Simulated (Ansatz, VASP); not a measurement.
# Cross-check of SiC between VASP and Ansatz, part 2 of 3

Wanted: the spread between two codes on one cell, functional and k mesh. The cell is taken from a series of runs on this material, whose earlier steps may have relaxed, scaled, displaced or heated it; both programs get it as it stands.

VASP 6.6.1 and Ansatz 0.2.0.

So far: The structure; Ansatz: zone-centre phonons, LDA.

## (3) VASP: zone-centre phonons, LDA

Level of this step: LDA; plane waves and PAW (C, Si) (VASP).

The same cell, functional (in two slightly different forms) and mesh now go to VASP, with its own data sets.

Lines of VASP's logs that name or quote its potential files are left out, and so is its time.

Contents of INCAR:

```
SYSTEM = SiC
PREC = Accurate
ENCUT = 600
EDIFF = 1E-08
NELM = 120
ISMEAR = 0
SIGMA = 0.01
LREAL = .FALSE.
ALGO = Normal
GGA = CA
NBANDS = 24
LORBIT = 11
LWAVE = .FALSE.
LCHARG = .FALSE.
ISIF = 2
IBRION = 8
LEPSILON = .TRUE.
LASPH = .TRUE.
GGA_COMPAT = .FALSE.
EFERMI = MIDGAP
KPAR = 2
```

Contents of POSCAR:

```
SiC
1.0
    3.0585027887      0.0000000000      0.0000000000
   -1.5292513943      2.6487411126      0.0000000000
    0.0000000000      0.0000000000     10.0121891236
C Si
4 4
Direct
    0.6666666667      0.3333333333      0.7498074219
    0.3333333333      0.6666666667      0.2498074219
    0.0000000000      0.0000000000      0.5004480132
    0.0000000000      0.0000000000      0.0004480132
    0.6666666667      0.3333333333      0.9378423052
    0.3333333333      0.6666666667      0.4378423052
    0.0000000000      0.0000000000      0.6879012596
    0.0000000000      0.0000000000      0.1879012596
```

Contents of KPOINTS:

```
Automatic mesh
0
Gamma
9 9 4
0 0 0
```

Potentials, in the order of the species: C and Si (LDA family, release 64).

Command:

```console
mpirun -np 2 vasp_std
```

The log of the run:

```text
[banner, memory and clock lines left out]
running    2 mpi-ranks, on    1 nodes
 distrk:  each k-point on    1 cores,    2 groups
 distr:  one band on    1 cores,    1 groups

 POSCAR found type information on POSCAR C Si
 POSCAR found :  2 types and       8 ions
 LDA part: xc-table for (Slater(with rela. corr.)+CA(PZ))
 , standard interpolation
 POSCAR, INCAR and KPOINTS ok, starting setup
 FFT: planning ... GRIDC
 FFT: planning ... GRID_SOFT
 FFT: planning ... GRID
 WAVECAR not read
 entering main loop
       N       E                     dE             d eps       ncg     rms          rms(c)
DAV:   1     0.806977437099E+02    0.80698E+02   -0.15927E+04  1728   0.135E+03
DAV:   2    -0.676230979778E+02   -0.14832E+03   -0.13716E+03  2408   0.213E+02
DAV:   3    -0.748712925775E+02   -0.72482E+01   -0.71997E+01  2304   0.453E+01
DAV:   4    -0.749703371040E+02   -0.99045E-01   -0.98967E-01  2208   0.629E+00
DAV:   5    -0.749723164310E+02   -0.19793E-02   -0.19789E-02  2296   0.841E-01    0.186E+01
DAV:   6    -0.669376438030E+02    0.80347E+01   -0.23795E+01  2232   0.220E+01    0.853E+00
DAV:   7    -0.666704444773E+02    0.26720E+00   -0.22474E+00  2384   0.705E+00    0.338E+00
DAV:   8    -0.665992694624E+02    0.71175E-01   -0.13994E-01  2104   0.184E+00    0.111E+00
DAV:   9    -0.665881344365E+02    0.11135E-01   -0.19714E-02  2224   0.756E-01    0.159E-01
DAV:  10    -0.665882285874E+02   -0.94151E-04   -0.95258E-04  2184   0.177E-01    0.851E-02
DAV:  11    -0.665882383279E+02   -0.97405E-05   -0.33580E-05  2264   0.391E-02    0.216E-02
DAV:  12    -0.665882336300E+02    0.46979E-05   -0.89852E-06  2216   0.147E-02    0.928E-03
DAV:  13    -0.665882331049E+02    0.52516E-06   -0.20453E-06  2248   0.644E-03    0.146E-03
DAV:  14    -0.665882331121E+02   -0.72309E-08   -0.74089E-08  2240   0.175E-03
   1 F= -.66588233E+02 E0= -.66588233E+02  d E =0.000000E+00
 Linear response reoptimize wavefunctions to high precision
DAV:   1    -0.665882331143E+02   -0.21846E-08   -0.45187E-09  1704   0.370E-04
DAV:   2    -0.665882331142E+02    0.63665E-10   -0.54534E-10  1528   0.149E-04
 Linear response G [H, r] |phi>, progress :
  Direction:   1
       N       E                     dE             d eps       ncg     rms
RMM:   1    -0.150879481003E+03   -0.15088E+03    0.19512E+01  4482   0.748E+01
RMM:   2    -0.102817555972E+03    0.48062E+02   -0.15688E+01  2979   0.222E+01
RMM:   3    -0.102975706847E+03   -0.15815E+00   -0.31453E-01  3128   0.304E+00
RMM:   4    -0.102979130779E+03   -0.34239E-02   -0.11454E-02  3306   0.529E-01
RMM:   5    -0.102979209243E+03   -0.78464E-04   -0.77228E-04  3275   0.113E-01
RMM:   6    -0.102979216869E+03   -0.76261E-05   -0.11315E-04  3365   0.303E-02
RMM:   7    -0.102979215350E+03    0.15194E-05   -0.34421E-05  3300   0.116E-02
RMM:   8    -0.102979214946E+03    0.40400E-06   -0.67206E-07  3364   0.729E-03
RMM:   9    -0.102979215618E+03   -0.67217E-06    0.17113E-04  3355   0.623E-03
RMM:  10    -0.102979216034E+03   -0.41636E-06   -0.22297E-04  3032   0.591E-03
RMM:  11    -0.102979215929E+03    0.10533E-06   -0.10157E-04  2844   0.578E-03
RMM:  12    -0.102979216691E+03   -0.76169E-06    0.48715E-05  2816   0.577E-03
 Linear response G [H, r] |phi>, progress :
  Direction:   2
       N       E                     dE             d eps       ncg     rms
RMM:   1    -0.172907812853E+03   -0.17291E+03   -0.31457E+02  4374   0.714E+01
RMM:   2    -0.129791062678E+03    0.43117E+02   -0.12234E+01  2958   0.203E+01
RMM:   3    -0.129922457914E+03   -0.13140E+00   -0.19984E-01  3095   0.257E+00
RMM:   4    -0.129925877830E+03   -0.34199E-02   -0.15289E-03  3276   0.414E-01
RMM:   5    -0.129926362790E+03   -0.48496E-03    0.11145E-04  3266   0.794E-02
RMM:   6    -0.129926419387E+03   -0.56597E-04   -0.17719E-04  3326   0.203E-02
RMM:   7    -0.129926428207E+03   -0.88203E-05   -0.25125E-04  3300   0.871E-03
RMM:   8    -0.129926432769E+03   -0.45617E-05   -0.28701E-04  3338   0.652E-03
RMM:   9    -0.129926431164E+03    0.16047E-05   -0.11531E-04  3319   0.609E-03
RMM:  10    -0.129926432225E+03   -0.10603E-05   -0.68637E-05  2905   0.600E-03
RMM:  11    -0.129926430009E+03    0.22152E-05   -0.28286E-04  2754   0.595E-03
 Linear response G [H, r] |phi>, progress :
  Direction:   3
       N       E                     dE             d eps       ncg     rms
RMM:   1    -0.191555016738E+03   -0.19156E+03   -0.31294E+02  4506   0.754E+01
RMM:   2    -0.116214489840E+03    0.75341E+02   -0.18135E+01  2943   0.227E+01
RMM:   3    -0.116277693761E+03   -0.63204E-01   -0.40541E-01  3065   0.297E+00
RMM:   4    -0.116270779254E+03    0.69145E-02   -0.15963E-02  3234   0.481E-01
RMM:   5    -0.116270154908E+03    0.62435E-03   -0.33768E-04  3248   0.963E-02
RMM:   6    -0.116270144436E+03    0.10472E-04    0.29295E-04  3309   0.242E-02
RMM:   7    -0.116270172648E+03   -0.28212E-04    0.39075E-05  3301   0.927E-03
RMM:   8    -0.116270188333E+03   -0.15685E-04   -0.10153E-04  3330   0.612E-03
[...]
Born effective charge ion    1 direction 3 :   0.000   0.000  -2.755
 Linear response progress:
  Degree of freedom:   3/  8
       N       E                     dE             d eps       ncg     rms          rms(c)
RMM:   1    -0.128288776211E+00   -0.12829E+00    0.57858E-02 16577   0.171E+00
[...]
Born effective charge ion    3 direction 3 :   0.000   0.000  -2.824
 Linear response progress:
  Degree of freedom:   5/  8
       N       E                     dE             d eps       ncg     rms          rms(c)
RMM:   1    -0.184425044325E-01   -0.18443E-01   -0.41213E-03 19043   0.800E-01
RMM:   2    -0.150961008034E-01    0.33464E-02   -0.12397E-03 12886   0.214E-01    0.133E-01
RMM:   3    -0.149968467453E-01    0.99254E-04    0.13967E-04 13595   0.540E-02    0.767E-02
RMM:   4    -0.150672200591E-01   -0.70373E-04    0.14284E-04 13115   0.502E-02    0.807E-03
RMM:   5    -0.150677796695E-01   -0.55961E-06   -0.30635E-05 13831   0.108E-02    0.226E-03
RMM:   6    -0.150659486096E-01    0.18311E-05   -0.56894E-07 14239   0.153E-03    0.875E-04
RMM:   7    -0.150650267744E-01    0.92184E-06    0.98495E-07 14407   0.399E-04    0.121E-04
RMM:   8    -0.150648656147E-01    0.16116E-06    0.99698E-08 14463   0.132E-04    0.220E-05
RMM:   9    -0.150648948815E-01   -0.29267E-07    0.39372E-07 14707   0.652E-05    0.357E-06
RMM:  10    -0.150648948978E-01   -0.16249E-10    0.22978E-07 15150   0.468E-05    0.192E-06
RMM:  11    -0.150648907897E-01    0.41081E-08    0.28198E-07 14192   0.431E-05    0.440E-07
RMM:  12    -0.150648907533E-01    0.36393E-10    0.32269E-07 12529   0.419E-05    0.130E-07
RMM:  13    -0.150648901824E-01    0.57088E-09    0.31984E-07 11495   0.416E-05    0.470E-08
 first order change of Fermi-energy  -0.41493E+00
 force on displaced ion       5 direction 1 : -20.345  -0.000   0.000
 Born effective charge ion    5 direction 1 :   2.685  -0.000   0.000
 Linear response progress:
  Degree of freedom:   6/  8
       N       E                     dE             d eps       ncg     rms          rms(c)
RMM:   1    -0.462257314409E-01   -0.46226E-01    0.42071E-02  5714   0.124E+00
RMM:   2    -0.362701963926E-01    0.99555E-02   -0.41354E-03  3441   0.387E-01    0.160E-01
RMM:   3    -0.356587907366E-01    0.61141E-03   -0.12731E-03  3720   0.117E-01    0.902E-02
RMM:   4    -0.354423609133E-01    0.21643E-03   -0.12220E-03  3848   0.821E-02    0.284E-02
RMM:   5    -0.353967773021E-01    0.45584E-04   -0.42955E-04  3829   0.271E-02    0.672E-03
RMM:   6    -0.353799466182E-01    0.16831E-04   -0.89366E-05  3689   0.961E-03    0.281E-03
RMM:   7    -0.353731193708E-01    0.68272E-05   -0.88315E-06  3764   0.319E-03    0.876E-04
RMM:   8    -0.353737015196E-01   -0.58215E-06    0.51842E-06  3817   0.107E-03    0.301E-04
RMM:   9    -0.353743219195E-01   -0.62040E-06    0.69244E-07  3854   0.280E-04    0.150E-04
RMM:  10    -0.353744963504E-01   -0.17443E-06    0.21334E-07  3837   0.210E-04    0.257E-05
RMM:  11    -0.353747062828E-01   -0.20993E-06   -0.18276E-06  3870   0.101E-04    0.804E-06
RMM:  12    -0.353745998176E-01    0.10647E-06   -0.29556E-06  3942   0.626E-05    0.519E-06
RMM:  13    -0.353745198223E-01    0.79995E-07   -0.23154E-06  4027   0.567E-05    0.699E-07
RMM:  14    -0.353745368889E-01   -0.17067E-07   -0.27886E-06  3844   0.543E-05    0.340E-07
RMM:  15    -0.353745973216E-01   -0.60433E-07   -0.33510E-06  3392   0.535E-05    0.193E-07
RMM:  16    -0.353745349824E-01    0.62339E-07   -0.26802E-06  3258   0.533E-05    0.495E-08
 first order change of Fermi-energy  -0.34410E+00
 force on displaced ion       5 direction 3 :   0.000   0.000 -31.115
 Born effective charge ion    5 direction 3 :   0.000   0.000   2.648
 Linear response progress:
  Degree of freedom:   7/  8
       N       E                     dE             d eps       ncg     rms          rms(c)
RMM:   1    -0.186126209552E-01   -0.18613E-01   -0.43316E-03 19016   0.810E-01
RMM:   2    -0.152182806939E-01    0.33943E-02   -0.19282E-03 12933   0.217E-01    0.133E-01
RMM:   3    -0.151161992023E-01    0.10208E-03   -0.43922E-04 13568   0.549E-02    0.766E-02
RMM:   4    -0.151860880443E-01   -0.69889E-04   -0.42776E-04 13173   0.506E-02    0.799E-03
RMM:   5    -0.151248880579E-01    0.61200E-04    0.20800E-05 13849   0.109E-02    0.230E-03
RMM:   6    -0.151280653480E-01   -0.31773E-05    0.34899E-07 14272   0.158E-03    0.870E-04
RMM:   7    -0.151275324585E-01    0.53289E-06   -0.13542E-07 14399   0.406E-04    0.138E-04
RMM:   8    -0.151271178832E-01    0.41458E-06    0.61784E-07 14473   0.141E-04    0.224E-05
RMM:   9    -0.151272077553E-01   -0.89872E-07    0.20928E-07 14711   0.684E-05    0.384E-06
RMM:  10    -0.151272074310E-01    0.32433E-09    0.95608E-08 15080   0.496E-05    0.205E-06
 first order change of Fermi-energy   0.43453E+00
 force on displaced ion       7 direction 1 : -20.563  -0.000  -0.000
 Born effective charge ion    7 direction 1 :   2.695  -0.000  -0.000
 Linear response progress:
  Degree of freedom:   8/  8
       N       E                     dE             d eps       ncg     rms          rms(c)
RMM:   1    -0.477188156443E-01   -0.47719E-01    0.27498E-02  5740   0.124E+00
RMM:   2    -0.363684400795E-01    0.11350E-01   -0.55340E-03  3456   0.393E-01    0.161E-01
RMM:   3    -0.355181147536E-01    0.85033E-03   -0.62921E-04  3734   0.120E-01    0.908E-02
RMM:   4    -0.352345776190E-01    0.28354E-03   -0.61423E-05  3841   0.834E-02    0.293E-02
RMM:   5    -0.352700826888E-01   -0.35505E-04   -0.80423E-05  3847   0.282E-02    0.715E-03
RMM:   6    -0.352851522591E-01   -0.15070E-04   -0.46420E-05  3686   0.101E-02    0.297E-03
RMM:   7    -0.352843043464E-01    0.84791E-06   -0.25392E-05  3775   0.346E-03    0.940E-04
RMM:   8    -0.352858065004E-01   -0.15022E-05   -0.18971E-05  3816   0.113E-03    0.349E-04
RMM:   9    -0.352860034719E-01   -0.19697E-06   -0.21255E-05  3854   0.321E-04    0.158E-04
RMM:  10    -0.352858574833E-01    0.14599E-06   -0.20368E-05  3858   0.230E-04    0.286E-05
RMM:  11    -0.352859279000E-01   -0.70417E-07   -0.19828E-05  3870   0.115E-04    0.794E-06
RMM:  12    -0.352856936693E-01    0.23423E-06   -0.16173E-05  3949   0.710E-05    0.445E-06
RMM:  13    -0.352854820749E-01    0.21159E-06   -0.14064E-05  3979   0.633E-05    0.128E-06
RMM:  14    -0.352854239241E-01    0.58151E-07   -0.13137E-05  3985   0.619E-05    0.299E-07
RMM:  15    -0.352853788935E-01    0.45031E-07   -0.12907E-05  3415   0.609E-05    0.169E-07
RMM:  16    -0.352853734581E-01    0.54354E-08   -0.12839E-05  3217   0.607E-05    0.515E-08
 first order change of Fermi-energy  -0.14037E+00
 force on displaced ion       7 direction 3 :   0.000   0.000 -31.256
 Born effective charge ion    7 direction 3 :   0.000   0.000   2.931
 Born effective charges drift removed
 Linear response finished
```

(Continued in part 3 of 3.)

[Lines on the potential files, build, host, timing and source positions are cut from VASP's logs without a mark.]

[Logs are printed without paths, hosts, clocks, repeated set-up lines and the standing remarks that a program may print on its own settings, such as how far it seeks lower states.]

[Hosts, paths, dates, database ids (printed as entryN), source tags and the programs' standing remarks are cut or masked in the printed files.]
